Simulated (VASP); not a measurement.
Data:

```
NaCl
1.0
    0.00000     2.79596     2.79596
    2.79596     0.00000     2.79596
    2.79596     2.79596     0.00000
Cl Na
1 1
Direct
  0.00000   0.00000   0.00000
  0.50000   0.50000   0.50000
```

Method: PBEsol GGA, VASP's PBE PAW potentials (set 64) (plane waves; VASP 6.6.1). Numerical set-up: 400 eV cut-off, 10×10×10 Γ-centred mesh, Gaussian smearing of 0.010 eV, potentials Cl Na_pv.

Q: Estimate the energy per atom (σ→0), band gap (on the k-mesh) with the smallest direct gap where there is one.

A: 
The band gap (on the k-mesh) comes out as 5.03 eV and the smallest direct gap (on the k-mesh) comes out as 5.03 eV. The energy per atom (σ→0) is -3.499 eV/atom.

The structure comes from a measured NaCl entry (Fm-3m) of the Crystallography Open Database, whose conditions weren't checked. It was relaxed first.
